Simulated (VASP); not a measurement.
OSZICAR of a VASP run on Al35GaN36:

File OSZICAR:
```
       N       E                     dE             d eps       ncg     rms          rms(c)
DAV:   1    -0.613410182336E+03   -0.61341E+03   -0.17973E+01   880   0.866E+00    0.489E+01
DAV:   2    -0.613531201168E+03   -0.12102E+00   -0.40315E-01   890   0.144E+00    0.344E+01
DAV:   3    -0.613512030290E+03    0.19171E-01   -0.72386E-03   816   0.230E-01    0.210E+01
DAV:   4    -0.613504126633E+03    0.79037E-02   -0.30573E-03   816   0.112E-01    0.124E+01
DAV:   5    -0.613501643809E+03    0.24828E-02   -0.89603E-04   812   0.616E-02    0.727E+00
DAV:   6    -0.613500804827E+03    0.83898E-03   -0.22337E-04   842   0.384E-02    0.420E+00
DAV:   7    -0.613500523334E+03    0.28149E-03   -0.79351E-05   820   0.244E-02    0.242E+00
DAV:   8    -0.613500435968E+03    0.87365E-04   -0.21955E-05   500   0.136E-02    0.141E+00
DAV:   9    -0.613500408586E+03    0.27383E-04   -0.13565E-05   448   0.108E-02    0.811E-01
DAV:  10    -0.613500402966E+03    0.56200E-05   -0.50021E-06   428   0.605E-03
   1 F= -.61350040E+03 E0= -.61350040E+03  d E =-.785474E-11  mag=     1.0000
```

Problem. Which electronic solver shows in the log?

Solution. It is blocked Davidson (ALGO = Normal, or the opening steps of other solvers). The INCAR had ALGO = Normal.

Problem. How was spin treated?

Solution. Collinear spin (ISPIN = 2): the summary line carries one mag value, 1.00 μB in the cell.

Problem. Can the final energy be trusted as converged?

Solution. The calculation finished and met its thresholds. It stopped with EDIFF = 1E-5, NELM = 50 (HSE06 screened hybrid, plane waves, VASP's PBE PAW potentials (set 64)).  The cell is charged, with a uniform compensating background. The supercell is sampled at Γ alone, which is coarse: total energies, pressure and levels can be off, energies of defects by several tenths of an eV.

The cell is a supercell with a defect, built from AlN (wurtzite): Ga_Al, charge -1. The cell's shape comes from a PBE relaxation. The total moment is imposed (NUPDOWN), so this need not be the lowest spin state.
